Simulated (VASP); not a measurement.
Input:

```xyz
2
Lattice="0.0000 3.0250 3.0250 3.0250 0.0000 3.0250 3.0250 3.0250 0.0000" Properties=species:S:1:pos:R:3 pbc="T T T"
Cd     0.0000     0.0000     0.0000
Se     1.5125     1.5125     1.5125
```

Level of theory: PBE GGA, VASP's PBE PAW potentials (set 64) (plane waves; VASP). Numerical set-up: PREC = Normal, 500 eV cut-off, 6×6×6 Γ-centred mesh, Gaussian smearing of 0.010 eV, potentials Cd_sv_GW Se_GW.

### Question
Give the stress tensor in GPa (positive for a compressed cell).

### Answer

```
2.62  0.00  0.00
0.00  2.62  0.00
0.00  0.00  2.62
```
The pressure is its mean diagonal, 2.62 GPa.

The compound is CdSe in the zinc blende structure, whereas wurtzite is the usual form. The cell was not relaxed at this level.
